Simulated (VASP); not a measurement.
Consider the following.

```xyz
2
Lattice="0.0000 3.1265 3.1265 3.1265 0.0000 3.1265 3.1265 3.1265 0.0000" Properties=species:S:1:pos:R:3 pbc="T T T"
Na     0.0000     0.0000     0.0000
I      3.1265     3.1265     3.1265
```

Computed with LDA (Ceperley-Alder, Perdew-Zunger), VASP's LDA PAW potentials (set 64) (plane waves; VASP). Run with 400 eV cut-off, 9×9×9 Γ-centred mesh, Gaussian smearing of 0.010 eV, potentials Na_pv I.

Unless said otherwise, spin-orbit coupling is left out, though it shifts the bands of the heavy elements here.

### Question
Estimate the energy per atom (σ→0), band gap (on the k-mesh) with the smallest direct gap where there is one.

### Answer

- band gap (on the k-mesh) = 3.65 eV
- smallest direct gap (on the k-mesh) = 3.65 eV
- energy per atom (σ→0) = -3.008 eV/atom

The compound is NaI in the rock salt structure. It was relaxed first, which changed the volume by -10 %.
